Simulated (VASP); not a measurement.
Here is the system:

```yaml
crystal:
  lattice:
    - [0.00000, 2.57000, 2.57000]
    - [2.57000, 0.00000, 2.57000]
    - [2.57000, 2.57000, 0.00000]
  atoms:
    - { symbol: Li, position: [0.00000, 0.00000, 0.00000] }
    - { symbol: Cl, position: [0.50000, 0.50000, 0.50000] }
```

Method: PBE GGA, VASP's PBE PAW potentials (set 64) (plane waves; VASP). Run with 400 eV cut-off, 8×8×8 Γ-centred mesh, Fermi-Dirac smearing of 0.010 eV, potentials Li_sv Cl.

**Question.** Give the energies of bands 3 to 8 at the high-symmetry points, in eV from the valence-band maximum.

**Answer.** 
| band | Γ | X | U | L | W |
|---|---|---|---|---|---|
| 3 | 0.00 | -2.87 | -2.46 | -2.77 | -2.10 |
| 4 | 0.00 | -1.09 | -1.76 | -0.26 | -2.10 |
| 5 | 0.00 | -1.09 | -0.82 | -0.26 | -1.04 |
| 6 | 6.42 | 8.03 | 8.15 | 6.74 | 9.74 |
| 7 | 11.92 | 8.29 | 10.01 | 9.48 | 10.12 |
| 8 | 11.92 | 12.38 | 11.41 | 9.48 | 10.41 |

The gap is indirect, 6.42 eV, from the valence maximum at K-Γ at 0.78 to the conduction minimum at Γ.

The structure is a typed LiCl crystal (Fm-3m). The cell was not relaxed at this level.
